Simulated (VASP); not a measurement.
Method: PBE GGA with D4 dispersion, VASP's PBE PAW potentials (set 64) (plane waves; VASP).

A VASP calculation is set up with these files.

File POSCAR:
```
NiO
1
    4.1604006493     2.0786564100     2.0786564100
    2.0786564100     4.1604006493     2.0786564100
    2.0786564100     2.0786564100     4.1604006493
Ni O
2 2
Direct
  0.0000000000   0.0000000000   0.0000000000
  0.5000000000   0.5000000000   0.5000000000
  0.2500000000   0.2500000000   0.2500000000
  0.7500000000   0.7500000000   0.7500000000
```

INCAR:
```
SYSTEM = NiO
PREC = Accurate
ENCUT = 520
EDIFF = 1E-6
NELM = 100
ALGO = Normal
LREAL = .FALSE.
LASPH = .TRUE.
ISMEAR = 0
SIGMA = 0.05
GGA = PE
IVDW = 13
LMAXMIX = 4
ISPIN = 2
MAGMOM = 2.0 -2.0 0.0 0.0
LORBIT = 10
LWAVE = .FALSE.
LCHARG = .FALSE.
IBRION = 2
ISIF = 3
NSW = 60
EDIFFG = -0.02
```

### KPOINTS
```
Automatic mesh
0
Gamma
8 8 8
0 0 0
```

POTCAR, in this order: Ni O (PBE.64 set). Program: vasp_std.

Output

File OUTCAR:
```
 ion  position               nearest neighbor table
   1  0.000  0.000  0.000-   4 2.08   4 2.08   4 2.08   3 2.08   3 2.08   3 2.08   2 2.94   2 2.94
                             2 2.94   2 2.94   2 2.94   2 2.94
   2  0.500  0.500  0.500-   3 2.08   3 2.08   3 2.08   4 2.08   4 2.08   4 2.08   1 2.94   1 2.94
                             1 2.94   1 2.94   1 2.94   1 2.94
   3  0.250  0.250  0.250-   1 2.08   1 2.08   1 2.08   2 2.08   2 2.08   2 2.08
   4  0.750  0.750  0.750-   2 2.08   2 2.08   2 2.08   1 2.08   1 2.08   1 2.08
  LATTYP: Found a trigonal (rhomboedric) cell.
 ALAT       =     5.0941690691
 COS(alpha) =     0.8330032443
 Subroutine PRICEL returns following result:
  LATTYP: Found a trigonal (rhomboedric) cell.
 ALAT       =     2.9418479167
 COS(alpha) =     0.4992576673
 Subroutine GETGRP returns: Found 12 space group operations
The static configuration has the point symmetry D_3d.
The dynamic configuration has the point symmetry D_3d.
The overall configuration has the point symmetry D_3d.
 Subroutine INISYM returns: Found 12 space group operations
 Subroutine IBZKPT returns following result:
 Found     65 irreducible k-points:

 Following reciprocal coordinates:
            Coordinates               Weight
  0.000000  0.000000  0.000000      1.000000
  0.125000 -0.000000 -0.000000      6.000000
  0.250000 -0.000000 -0.000000      6.000000
  0.375000 -0.000000 -0.000000      6.000000
  0.500000 -0.000000 -0.000000      3.000000
  0.125000  0.125000 -0.000000      6.000000
  0.250000  0.125000 -0.000000     12.000000
  0.375000  0.125000 -0.000000     12.000000
  0.500000  0.125000 -0.000000     12.000000
 -0.375000  0.125000  0.000000     12.000000
 -0.250000  0.125000  0.000000     12.000000
 -0.125000  0.125000  0.000000      6.000000
  0.250000  0.250000 -0.000000      6.000000
  0.375000  0.250000 -0.000000     12.000000
  0.500000  0.250000 -0.000000     12.000000
 -0.375000  0.250000  0.000000     12.000000
...
```

### OSZICAR
```
       N       E                     dE             d eps       ncg     rms          rms(c)
DAV:   1     0.260384279274E+03    0.26038E+03   -0.15914E+04  5264   0.211E+03
DAV:   2     0.352282756496E+01   -0.25686E+03   -0.24024E+03  5372   0.411E+02
DAV:   3    -0.267109379538E+02   -0.30234E+02   -0.28826E+02  6008   0.160E+02
DAV:   4    -0.276881788721E+02   -0.97724E+00   -0.97111E+00  5800   0.306E+01
DAV:   5    -0.277153827275E+02   -0.27204E-01   -0.27194E-01  6196   0.478E+00    0.208E+01
DAV:   6    -0.249975674405E+02    0.27178E+01   -0.48641E+01  7892   0.114E+02    0.226E+01
DAV:   7    -0.233099079901E+02    0.16877E+01   -0.77329E+00  6644   0.869E+01    0.951E+00
DAV:   8    -0.235362007516E+02   -0.22629E+00   -0.24271E+00  5868   0.131E+01    0.632E+00
DAV:   9    -0.234605787130E+02    0.75622E-01   -0.13970E-01  8088   0.100E+01    0.135E+00
DAV:  10    -0.234761863158E+02   -0.15608E-01   -0.65594E-02  6728   0.342E+00    0.541E-01
DAV:  11    -0.234754948897E+02    0.69143E-03   -0.56887E-03  7728   0.209E+00    0.128E-01
DAV:  12    -0.234757347440E+02   -0.23985E-03   -0.22659E-03  7280   0.527E-01    0.711E-02
DAV:  13    -0.234757088793E+02    0.25865E-04   -0.12109E-04  7628   0.139E-01    0.276E-02
DAV:  14    -0.234757140625E+02   -0.51831E-05   -0.52439E-05  7520   0.705E-02    0.236E-02
DAV:  15    -0.234757123035E+02    0.17590E-05   -0.60271E-06  5392   0.367E-02    0.949E-03
DAV:  16    -0.234757120294E+02    0.27406E-06   -0.43305E-06  4848   0.272E-02
   1 F= -.24732175E+02 E0= -.24732175E+02  d E =-.247322E+02  mag=     0.0000
```

File OUTCAR:
```
------------------------ aborting loop because EDIFF is reached ----------------------------------------
  Edisp (eV):   -1.25646
  FORCE on cell =-STRESS in cart. coord.  units (eV):
  Direction    XX          YY          ZZ          XY          YZ          ZX
  --------------------------------------------------------------------------------------
  Total       0.00390     0.00390     0.00390    -0.04421    -0.04421    -0.04421
  in kB       0.17335     0.17335     0.17335    -1.96513    -1.96513    -1.96513
  external pressure =        0.17 kB  Pullay stress =        0.00 kB
  volume of cell :       36.05
      direct lattice vectors                 reciprocal lattice vectors
     4.160400649  2.078656410  2.078656410     0.360319387 -0.120047019 -0.120047019
     2.078656410  4.160400649  2.078656410    -0.120047019  0.360319387 -0.120047019
     2.078656410  2.078656410  4.160400649    -0.120047019 -0.120047019  0.360319387
 POSITION                                       TOTAL-FORCE (eV/Angst)
 -----------------------------------------------------------------------------------
      0.00000      0.00000      0.00000         0.000000      0.000000     -0.000000
      4.15886      4.15886      4.15886        -0.000000     -0.000000      0.000000
      2.07943      2.07943      2.07943        -0.000000     -0.000000     -0.000000
      6.23829      6.23829      6.23829         0.000000      0.000000      0.000000
 -----------------------------------------------------------------------------------
    total drift:                                0.000000     -0.000000     -0.000000
  FREE ENERGIE OF THE ION-ELECTRON SYSTEM (eV)
  ---------------------------------------------------
  free  energy   TOTEN  =       -24.7321752826 eV

  energy  without entropy=      -24.7321752826  energy(sigma->0) =      -24.73217528

 total charge

# of ion       s       p       d       tot
------------------------------------------
    1        0.333   0.410   8.273   9.016
    2        0.333   0.410   8.273   9.016
    3        1.562   3.416   0.000   4.978
    4        1.562   3.416   0.000   4.978
--------------------------------------------------
tot          3.790   7.653  16.545  27.988

 magnetization (x)

# of ion       s       p       d       tot
------------------------------------------
    1       -0.010  -0.014   1.361   1.338
    2        0.010   0.014  -1.361  -1.338
    3        0.000   0.000   0.000   0.000
    4        0.000   0.000   0.000   0.000
--------------------------------------------------
tot          0.000  -0.000   0.000  -0.000

 reached required accuracy - stopping structural energy minimisation
```
(Selected blocks of OUTCAR.)

The compound is NiO in the rock salt, AFM-II order structure. It was relaxed first. The start is the result of an earlier pass.
